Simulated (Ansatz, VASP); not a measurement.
Two plane-wave programs on Ga2Sn

POSCAR

```
Ga2Sn
1.0
    2.5097670000      4.3470410000      0.0000000000
   -2.5097670000      4.3470410000      0.0000000000
    0.0000000000      0.0000000000      6.6008130000
Ga Sn
4 2
Direct
    0.0000000000      0.0000000000      0.0000000000
    0.0000000000      0.0000000000      0.5000000000
    0.3333000000      0.3334000000      0.7500000000
    0.6666000000      0.6667000000      0.2500000000
    0.3333000000      0.3334000000      0.2500000000
    0.6666000000      0.6667000000      0.7500000000
```

Contents of INCAR.step1:

```
ALGO = Normal
EDIFF = 1E-4
ENCUT = 520
GGA = PE
ISMEAR = -1
LASPH = True
LCHARG = False
LREAL = False
LWAVE = True
NBANDS = 49
NELM = 60
PREC = Accurate
SIGMA = 0.1
```

File INCAR.step2:

```
ALGO = Normal
EDIFF = 1E-7
ENCUT = 520
ISIF = 2
ISMEAR = -1
ISTART = 1
LASPH = True
LCHARG = True
LELF = True
LMIXTAU = True
LREAL = False
LVHAR = True
LWAVE = False
METAGGA = R2SCAN
NBANDS = 49
NELM = 60
PREC = Accurate
SIGMA = 0.1
```

KPOINTS

```
k-points
0
Gamma
  8 8 5
```

Input for Ansatz:

```yaml
crystal:
  lattice:
    - [2.509767, 4.347041, 0.0]
    - [-2.509767, 4.347041, 0.0]
    - [0.0, 0.0, 6.600813]
  atoms:
    - { symbol: Ga, position: [0.0, 0.0, 0.0] }
    - { symbol: Ga, position: [0.0, 0.0, 0.5] }
    - { symbol: Ga, position: [0.3333, 0.3334, 0.75] }
    - { symbol: Ga, position: [0.6666, 0.6667, 0.25] }
    - { symbol: Sn, position: [0.3333, 0.3334, 0.25] }
    - { symbol: Sn, position: [0.6666, 0.6667, 0.75] }
  symmetry: { tolerance: 0.0003 }
kpoints:
  mp_grid: { grid: [8, 8, 5], shift: [0, 0, 0] }
  band_path:
    path:
      - [0.0, 0.0, 0.0]
      - [0.49999996, -1.7e-07, 0.0]
      - [0.6666665, 0.33333308, 0.0]
      - [0.0, 0.0, 0.0]
      - [0.0, 0.0, 0.5]
      - [0.49999996, -1.7e-07, 0.5]
      - [0.6666665, 0.33333308, 0.5]
      - [0.0, 0.0, 0.5]
      - [0.49999996, -1.7e-07, 0.5]
      - [0.49999996, -1.7e-07, 0.0]
      - [0.6666665, 0.33333308, 0.5]
    npoints: 6
magnetization:
  spin_polarized: false
scf:
  occupations: { method: fermi_dirac }
  lower_state_search: "off"
  max_iter: 200
hamiltonian:
  pseudopotentials: { kind: paw }
  xc: r2scan
basis:
  ecutwfc: 500
  fft_grid_basis: typed
output:
  forces: true
  stress: true
  eigenvalues: true
  bader: true
  populations: true
  elf: true
  write_potential: true
  volumetric_format: npy
  dos:
    e_range: [-12, 8]
    de: 0.05
    projected: { site_lists: { Ga: [Ga], Sn: [Sn] } }
checkpoint:
  read: saved_state
```

The cell was built by a generator and needn't be a form met in nature.

Alike in both runs: task single point; functional r2SCAN; k mesh 8 × 8 × 5; no spin polarisation.

```csv
,VASP,Ansatz
version,VASP 6.6.1,Ansatz 0.2.0
potentials or method,"VASP PAW PBE potentials, release 64 (Ga_d, Sn_d)",PAW plane waves
plane-wave cutoff (eV),520,500
occupations,"fermi-dirac, width 0.1 eV",fermi-dirac
valence electrons in the cell,80,80
```

```csv
,VASP,Ansatz,Ansatz less VASP
pressure (GPa),-3.5,-3.5,-0.05
largest component of the traceless stress (GPa),1.32,1.30,-0.020
```

Ansatz warned: «structure_snapped_to_symmetry».

Caveats: the PAW data sets were made with another functional, which shifts forces and pressure a little (VASP).
